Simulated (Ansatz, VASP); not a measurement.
Two plane-wave programs on Y2HfF

```
CELL_PARAMETERS angstrom
3.47691 0.00000 0.00000
0.00000 3.47691 0.00000
0.00000 0.00000 8.80979
ATOMIC_POSITIONS crystal
Y 0.50000 0.50000 0.25057
Y 0.50000 0.50000 0.74943
Hf 0.00000 0.00000 0.00000
F 0.50000 0.50000 0.50000
```

Alike in both runs: functional PBE; k mesh 6 × 6 × 4; occupations gaussian, width 0.1 eV; no spin polarisation.

Ansatz relaxed the structure, and its values are those at the end. VASP's run is a single point on that final structure, the one shown.

|  | VASP | Ansatz |
| --- | --- | --- |
| version | VASP 6.6.1 | Ansatz 0.2.0 |
| potentials or method | VASP PAW PBE potentials, release 64 (Y_sv, Hf_pv, F) | scalar-relativistic, plane waves, PAW |
| plane-wave cutoff (eV) | 520 | 420 |
| valence electrons in the cell | 39 | 55 |

Ansatz gave:

```
gap on the k mesh at the Fermi level (eV) : none
pressure (GPa)                            : 0.0
rms of the force components (eV/Å)        : 0.001
```

What did VASP give for the same quantities?

gap on the k mesh at the Fermi level (eV): none; pressure (GPa): -0.2; rms of the force components (eV/Å): 0.007.

A gap of «none» marks a metal or a gap that the smearing closes. With one functional, cell and mesh, what is left measures potentials, basis and numerics. The two sets of potentials don't hold the same shells in valence.

Caveats: an odd number of electrons without spin polarisation forces a metal; a magnetic or distorted state may lie lower. The runs have no spin-orbit coupling, so splittings on Hf are missing.
